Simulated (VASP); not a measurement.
Level of theory: PBE GGA, VASP's PBE PAW potentials (set 64) (plane waves; VASP 6.6.1).

A VASP calculation is set up with these files.

**INCAR**
```
SYSTEM = Pd
PREC = Accurate; ENCUT = 500; LREAL = F
LASPH = T
EDIFF = 1E-6; NELM = 100; ALGO = Normal
LMAXMIX = 4
ISMEAR = 1; SIGMA = 0.1
GGA = PE
IBRION = 2; NSW = 40; ISIF = 3
EDIFFG = -0.02; PSTRESS = 450
LWAVE = F; LCHARG = F
```

**POSCAR**
```
Pd
1
    0.0000000000     1.8894291872     1.8894291872
    1.8894291872     0.0000000000     1.8894291872
    1.8894291872     1.8894291872     0.0000000000
Pd
1
Direct
  0.0000000000   0.0000000000   0.0000000000
```

### KPOINTS
```
Automatic mesh
0
Gamma
16 16 16
0 0 0
```

POTCAR, in this order: Pd (PBE.64 set). Program: vasp_std.

What will the output report for the number of irreducible k-points (NKPTS), largest plane-wave count, number of space-group operations, FFT grid (NGX, NGY, NGZ)?

```json
{
  "number of irreducible k-points (NKPTS)": "145",
  "largest_plane_wave_count": "360",
  "number_of_space_group_operations": "48",
  "FFT grid (NGX, NGY, NGZ)": "20 × 20 × 20"
}
```

The compound is Pd in the fcc structure. This run relaxes it under an external pressure of 45 GPa. Symmetry was kept, so distortions that lower it aren't found.
